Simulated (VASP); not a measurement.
Data:

```xyz
6
Lattice="1.8029 -11.0116 0.0000 1.8029 11.0116 0.0000 0.0000 0.0000 3.8277" Properties=species:S:1:pos:R:3 pbc="T T T"
Si     1.8029   -10.3587     0.9569
Si     1.8029    10.3587     2.8708
Si     1.8029     5.5024     0.9569
Si     1.8029    -5.5024     2.8708
Ba     1.8029    -2.6034     0.9569
Ba     1.8029     2.6034     2.8708
```

All values below come from PBEsol GGA, VASP's PBE PAW potentials (set 64) (plane waves; VASP). Run with 400 eV cut-off, 10×10×9 Γ-centred mesh, tetrahedra with Blöchl corrections, potentials Si Ba_sv.

Unless said otherwise, spin-orbit coupling is left out, though it shifts the bands of the heavy elements here.

Task: What does the run give for the energy per atom (σ→0), band gap (on the k-mesh) with the smallest direct gap where there is one?

Result: 
```yaml
band gap (on the k-mesh): none (metal, semimetal or under 0.01 eV)
energy per atom (σ→0): -4.660 eV/atom
```

The absolute energy has meaning only against runs of the same code, potentials and settings.

The structure was generated: BaSi2 was put into the C49 type (Cmcm), which need not be its known phase. It was relaxed first.
